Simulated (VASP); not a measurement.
Given:

```xyz
2
Lattice="0.0000 2.7482 2.7482 2.7482 0.0000 2.7482 2.7482 2.7482 0.0000" Properties=species:S:1:pos:R:3 pbc="T T T"
Au     0.0000     0.0000     0.0000
Cl     1.3741     1.3741     1.3741
```

Calculation: PBEsol GGA, VASP's PBE PAW potentials (set 64) (plane waves; VASP 6.6.1). Run with 400 eV cut-off, 8×8×8 Γ-centred mesh, Gaussian smearing of 0.050 eV, potentials Au Cl.

Energy and stress use the plane-wave basis of the starting cell.

Problem. The ions, cell shape and volume are relaxed. Give the cell that the relaxation ends in.

Solution. 
```xyz
2
Lattice="0.0000 2.9258 2.9258 2.9258 0.0000 2.9258 2.9258 2.9258 0.0000" Properties=species:S:1:pos:R:3 pbc="T T T"
Au     0.0000     0.0000     0.0000
Cl     1.4629     1.4629     1.4629
```
Space group F-43m (216), at a tolerance of 0.03 Å.

Problem. How do energy and volume change from the first to the last step?

Solution. The energy (σ→0) changes by -173.2 meV/atom and the volume by +20.7 %, in 5 ionic steps.

The structure was generated: AuCl was put into the zinc blende type (F-43m), which need not be its known phase. This run relaxes it. Symmetry was kept, so distortions that lower it aren't found.
